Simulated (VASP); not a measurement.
Consider the following.

```xyz
2
Lattice="0.0000 3.0404 3.0404 3.0404 0.0000 3.0404 3.0404 3.0404 0.0000" Properties=species:S:1:pos:R:3 pbc="T T T"
Cu     0.0000     3.0404     3.0404
I      1.5202     1.5202     1.5202
```

All values below come from PBE GGA, VASP's PBE PAW potentials (set 64) (plane waves; VASP). Run with 520 eV cut-off, 7×7×7 Γ-centred mesh, Gaussian smearing of 0.050 eV, potentials Cu I.

Unless said otherwise, spin-orbit coupling is left out, though it shifts the bands of the heavy elements here.

What does the run give for the energy per atom (σ→0), band gap (on the k-mesh) with the smallest direct gap where there is one?

The band gap (on the k-mesh) is 1.12 eV. The smallest direct gap (on the k-mesh) comes out as 1.12 eV. The energy per atom (σ→0) comes out as -2.781 eV/atom.

The compound is CuI in the zinc blende structure. It was relaxed first.
